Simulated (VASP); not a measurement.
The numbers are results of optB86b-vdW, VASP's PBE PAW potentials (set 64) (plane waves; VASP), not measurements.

VASP ran on this input.

**KPOINTS**
```
Automatic mesh
0
Gamma
8 8 8
0 0 0
```

### INCAR
```
SYSTEM = PbS
PREC = Accurate; ENCUT = 520; LREAL = .FALSE.
LASPH = .TRUE.
EDIFF = 1E-7; NELM = 100; ALGO = Normal
LMAXMIX = 4
ISMEAR = 0; SIGMA = 0.05
GGA = MK; LUSE_VDW = .TRUE.; AGGAC = 0.0
PARAM1 = 0.1234; PARAM2 = 1.0
ISIF = 2
LWAVE = .FALSE.; LCHARG = .FALSE.
```

### POSCAR
```
PbS
1
    0.0000000000     2.9757225541     2.9757225541
    2.9757225541     0.0000000000     2.9757225541
    2.9757225541     2.9757225541     0.0000000000
Pb S
1 1
Direct
  0.0000000000   0.0000000000   0.0000000000
  0.5000000000   0.5000000000   0.5000000000
```

POTCAR, in this order: Pb_d S (PBE.64 set). Program: vasp_std.

Output of the run:

**OSZICAR**
```
       N       E                     dE             d eps       ncg     rms          rms(c)
DAV:   1     0.166212344113E+03    0.16621E+03   -0.97497E+03   812   0.149E+03
DAV:   2     0.938110841180E+01   -0.15683E+03   -0.15323E+03   848   0.357E+02
DAV:   3    -0.439400916248E+01   -0.13775E+02   -0.13352E+02  1090   0.108E+02
DAV:   4    -0.474501331770E+01   -0.35100E+00   -0.35084E+00   866   0.200E+01
DAV:   5    -0.475841243812E+01   -0.13399E-01   -0.13399E-01  1188   0.399E+00    0.447E+00
DAV:   6    -0.427836366085E+01    0.48005E+00   -0.15287E+00  1210   0.955E+00    0.320E+00
DAV:   7    -0.428090390544E+01   -0.25402E-02   -0.14040E-01   840   0.215E+00    0.185E+00
DAV:   8    -0.428430192009E+01   -0.33980E-02   -0.15090E-02   932   0.159E+00    0.265E-01
DAV:   9    -0.428390874609E+01    0.39317E-03   -0.30080E-03  1230   0.559E-01    0.817E-02
DAV:  10    -0.428408166352E+01   -0.17292E-03   -0.31930E-04   872   0.128E-01    0.520E-02
DAV:  11    -0.428408666091E+01   -0.49974E-05   -0.61436E-05   964   0.998E-02    0.152E-02
DAV:  12    -0.428408728548E+01   -0.62457E-06   -0.35277E-06   986   0.188E-02    0.152E-03
DAV:  13    -0.428408736180E+01   -0.76327E-07   -0.10812E-07   766   0.413E-03
   1 F= -.42840874E+01 E0= -.42840874E+01  d E =-.719188E-10
```

**OUTCAR**
```
------------------------ aborting loop because EDIFF is reached ----------------------------------------
  FORCE on cell =-STRESS in cart. coord.  units (eV):
  Direction    XX          YY          ZZ          XY          YZ          ZX
  --------------------------------------------------------------------------------------
  Total        0.0130834      0.0130834      0.0130834     -0.0000000      0.0000000     -0.0000000
  in kB        0.3977630      0.3977630      0.3977630     -0.0000000      0.0000000     -0.0000000
  external PRESSURE =       0.3977630 kB  Pullay stress =       0.0000000 kB
  volume of cell :       52.70
      direct lattice vectors                 reciprocal lattice vectors
     0.000000000  2.975722554  2.975722554    -0.168026417  0.168026417  0.168026417
     2.975722554  0.000000000  2.975722554     0.168026417 -0.168026417  0.168026417
     2.975722554  2.975722554  0.000000000     0.168026417  0.168026417 -0.168026417
  FREE ENERGIE OF THE ION-ELECTRON SYSTEM (eV)
  ---------------------------------------------------
  free  energy   TOTEN  =        -4.2840873618 eV

  energy  without entropy=       -4.2840873617  energy(sigma->0) =       -4.28408736
```
(Selected blocks of OUTCAR.)

File OUTCAR:
```
 val. band max:        5.5664307740   @ k =   0.5000   0.0000   0.0000

 cond. band min:       5.9617866276   @ k =   0.5000   0.0000   0.0000


 Fermi energy:         5.7645276200

 k-point     1 :       0.0000    0.0000    0.0000
  band No.  band energies     occupation
      1     -11.1805      2.00000
      2     -11.1805      2.00000
      3     -11.1805      2.00000
      4     -11.1644      2.00000
      5     -11.1644      2.00000
      6      -7.8945      2.00000
      7      -0.5116      2.00000
      8       3.4888      2.00000
      9       3.4888      2.00000
     10       3.4888      2.00000
     11      10.6988      0.00000
     12      10.6988      0.00000
     13      10.6988      0.00000
     14      12.3700      0.00000

 k-point     2 :       0.1250    0.0000    0.0000
  band No.  band energies     occupation
      1     -11.1798      2.00000
      2     -11.1777      2.00000
      3     -11.1777      2.00000
      4     -11.1651      2.00000
      5     -11.1651      2.00000
      6      -7.7623      2.00000
      7      -0.9432      2.00000
      8       3.5301      2.00000
      9       3.5301      2.00000
     10       3.8064      2.00000
     11       9.5231      0.00000
     12       9.9557      0.00000
     13       9.9557      0.00000
     14      12.3081      0.00000

 k-point     3 :       0.2500    0.0000    0.0000
  band No.  band energies     occupation
      1     -11.1833      2.00000
      2     -11.1833      2.00000
      3     -11.1784      2.00000
      4     -11.1542      2.00000
      5     -11.1542      2.00000
      6      -7.3951      2.00000
      7      -1.8829      2.00000
      8       3.6475      2.00000
      9       3.6475      2.00000
     10       4.4368      2.00000
     11       7.9202      0.00000
     12       8.7774      0.00000
     13       8.7774      0.00000
     14      12.4880      0.00000

 k-point     4 :       0.3750    0.0000    0.0000
  band No.  band energies     occupation
...
```

Unless said otherwise, spin-orbit coupling is left out, though it shifts the bands of the heavy elements here.

The compound is PbS in the rock salt structure. It was relaxed first.
